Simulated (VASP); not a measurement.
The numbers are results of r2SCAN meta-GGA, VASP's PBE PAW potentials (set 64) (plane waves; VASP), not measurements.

VASP input:

File KPOINTS:
```
Automatic mesh
0
G
  6 6 6
0 0 0
```

POSCAR:
```
PbF2
1
    0.0000000000     2.9431199512     2.9431199512
    2.9431199512    -0.0000000000     2.9431199512
    2.9431199512     2.9431199512    -0.0000000000
Pb F
1 2
Direct
  0.0000000000   1.0000000000   0.0000000000
  0.2500000000   0.2500000000   0.2500000000
  0.7500000000   0.7500000000   0.7500000000
```

INCAR:
```
SYSTEM = PbF2
PREC = Accurate
ENCUT = 530
EDIFF = 1E-6
NELM = 100
ALGO = Normal
LREAL = .FALSE.
LASPH = .TRUE.
ISMEAR = 0
SIGMA = 0.05
METAGGA = R2SCAN
LMIXTAU = .TRUE.
LMAXMIX = 4
LWAVE = .FALSE.
LCHARG = .FALSE.
IBRION = 2
ISIF = 3
NSW = 60
EDIFFG = -0.02
```

POTCAR, in this order: Pb_d F (PBE.64 set). Program: vasp_std.

Output

### OSZICAR
```
       N       E                     dE             d eps       ncg     rms          rms(c)
DAV:   1     0.250659417599E+03    0.25066E+03   -0.15574E+04   576   0.184E+03
DAV:   2    -0.548755010058E+02   -0.30553E+03   -0.29510E+03   660   0.466E+02
DAV:   3    -0.795439284452E+02   -0.24668E+02   -0.24486E+02   700   0.151E+02
DAV:   4    -0.801290959583E+02   -0.58517E+00   -0.58468E+00   616   0.242E+01
DAV:   5    -0.801498808990E+02   -0.20785E-01   -0.20784E-01   664   0.463E+00    0.693E+00
DAV:   6    -0.709721850908E+02    0.91777E+01   -0.58969E+00   740   0.384E+01    0.219E+00
DAV:   7    -0.699387998874E+02    0.10334E+01   -0.14962E+00   588   0.152E+01    0.171E+00
DAV:   8    -0.723378545452E+02   -0.23991E+01   -0.73186E-01   578   0.102E+01    0.810E-01
DAV:   9    -0.694936467793E+02    0.28442E+01   -0.84032E-01   576   0.872E+00    0.109E+00
DAV:  10    -0.701492666627E+02   -0.65562E+00   -0.50998E-01   576   0.617E+00    0.148E-01
DAV:  11    -0.701317376111E+02    0.17529E-01   -0.17808E-02   612   0.155E+00    0.249E-01
DAV:  12    -0.701242570778E+02    0.74805E-02   -0.14709E-02   576   0.101E+00    0.480E-01
DAV:  13    -0.701533484369E+02   -0.29091E-01   -0.22199E-02   576   0.166E+00    0.237E-01
DAV:  14    -0.701549929188E+02   -0.16445E-02   -0.25752E-03   576   0.518E-01    0.144E-01
DAV:  15    -0.701563072804E+02   -0.13144E-02   -0.23894E-04   576   0.184E-01    0.139E-01
DAV:  16    -0.701563381157E+02   -0.30835E-04   -0.17868E-03   670   0.344E-01    0.132E-02
DAV:  17    -0.701565172336E+02   -0.17912E-03   -0.10762E-04   576   0.114E-01    0.709E-03
DAV:  18    -0.701565064397E+02    0.10794E-04   -0.93830E-06   676   0.387E-02    0.317E-03
DAV:  19    -0.701565248997E+02   -0.18460E-04   -0.33046E-06   576   0.192E-02    0.240E-03
DAV:  20    -0.701565344750E+02   -0.95753E-05   -0.24325E-06   536   0.213E-02    0.160E-03
DAV:  21    -0.701565346795E+02   -0.20448E-06   -0.10787E-06   424   0.118E-02
   1 F= -.70156535E+02 E0= -.70156535E+02  d E =-.701565E+02
       N       E                     dE             d eps       ncg     rms          rms(c)
DAV:   1    -0.703075524042E+02   -0.15102E+00   -0.41239E+00   724   0.309E+01    0.273E+00
DAV:   2    -0.701679970024E+02    0.13956E+00   -0.57063E-01   602   0.823E+00    0.582E-01
DAV:   3    -0.701575650178E+02    0.10432E-01   -0.29321E-02   600   0.287E+00    0.231E-01
DAV:   4    -0.701539118290E+02    0.36532E-02   -0.14505E-02   600   0.201E+00    0.750E-02
DAV:   5    -0.701596836553E+02   -0.57718E-02   -0.18862E-03   576   0.487E-01    0.595E-02
DAV:   6    -0.701561956772E+02    0.34880E-02   -0.11229E-03   576   0.459E-01    0.313E-02
DAV:   7    -0.701598443314E+02   -0.36487E-02   -0.94877E-04   576   0.412E-01    0.145E-02
DAV:   8    -0.701599266666E+02   -0.82335E-04   -0.15742E-04   576   0.141E-01    0.507E-03
DAV:   9    -0.701599560183E+02   -0.29352E-04   -0.56104E-05   576   0.911E-02    0.294E-03
DAV:  10    -0.701599760099E+02   -0.19992E-04   -0.63517E-06   576   0.355E-02    0.119E-03
DAV:  11    -0.701599758893E+02    0.12055E-06   -0.63410E-07   466   0.107E-02
   2 F= -.70159976E+02 E0= -.70159976E+02  d E =-.344121E-02
       N       E                     dE             d eps       ncg     rms          rms(c)
DAV:   1    -0.701675426880E+02   -0.75667E-02   -0.19921E-01   724   0.663E+00    0.608E-01
DAV:   2    -0.701606662475E+02    0.68764E-02   -0.28498E-02   602   0.183E+00    0.129E-01
DAV:   3    -0.701601709338E+02    0.49531E-03   -0.14573E-03   608   0.643E-01    0.518E-02
DAV:   4    -0.701599279747E+02    0.24296E-03   -0.69924E-04   600   0.442E-01    0.167E-02
DAV:   5    -0.701602368262E+02   -0.30885E-03   -0.91699E-05   576   0.107E-01    0.138E-02
DAV:   6    -0.701599702828E+02    0.26654E-03   -0.81161E-05   576   0.116E-01    0.890E-03
DAV:   7    -0.701602492366E+02   -0.27895E-03   -0.70175E-05   576   0.108E-01    0.359E-03
DAV:   8    -0.701602552388E+02   -0.60022E-05   -0.92075E-06   576   0.340E-02    0.108E-03
DAV:   9    -0.701602571131E+02   -0.18743E-05   -0.27441E-06   528   0.201E-02    0.732E-04
DAV:  10    -0.701602575445E+02   -0.43139E-06   -0.31172E-07   324   0.865E-03
   3 F= -.70160258E+02 E0= -.70160258E+02  d E =-.372287E-02
```

File OUTCAR:
```
------------------------ aborting loop because EDIFF is reached ----------------------------------------
  FORCE on cell =-STRESS in cart. coord.  units (eV):
  Direction    XX          YY          ZZ          XY          YZ          ZX
  --------------------------------------------------------------------------------------
  Total        0.0050774      0.0050774      0.0050774      0.0000000      0.0000000      0.0000000
  in kB        0.1568880      0.1568880      0.1568880      0.0000000      0.0000000      0.0000000
  external PRESSURE =       0.1568880 kB  Pullay stress =       0.0000000 kB
  volume of cell :       51.85
      direct lattice vectors                 reciprocal lattice vectors
    -0.000000000  2.959670863  2.959670863    -0.168937704  0.168937704  0.168937704
     2.959670863  0.000000000  2.959670863     0.168937704 -0.168937704  0.168937704
     2.959670863  2.959670863  0.000000000     0.168937704  0.168937704 -0.168937704
 POSITION                                       TOTAL-FORCE (eV/Angst)
 -----------------------------------------------------------------------------------
      0.00000      0.00000      0.00000        -0.000000      0.000000     -0.000000
      1.47984      1.47984      1.47984        -0.000000     -0.000000      0.000000
      4.43951      4.43951      4.43951         0.000000      0.000000      0.000000
 -----------------------------------------------------------------------------------
    total drift:                                0.000000     -0.000000      0.000000
  FREE ENERGIE OF THE ION-ELECTRON SYSTEM (eV)
  ---------------------------------------------------
  free  energy   TOTEN  =       -70.1602575445 eV

  energy  without entropy=      -70.1602575445  energy(sigma->0) =      -70.16025754

 reached required accuracy - stopping structural energy minimisation
```
(Selected blocks of OUTCAR.)

### CONTCAR
```
PbF2
   1.00000000000000
    -0.0000000000000000    2.9596708631699413    2.9596708631699413
     2.9596708631699413    0.0000000000000000    2.9596708631699413
     2.9596708631699413    2.9596708631699413    0.0000000000000000
  Pb              F
     1     2
Direct
     0.0000000000000000    0.0000000000000000    0.0000000000000000
     0.2500000000000000    0.2500000000000000    0.2500000000000000
     0.7500000000000000    0.7500000000000000    0.7500000000000000
```

The compound is PbF2 in the fluorite structure, the β form. This run relaxes it. Symmetry was kept, so distortions that lower it aren't found. The start is the result of an earlier pass.
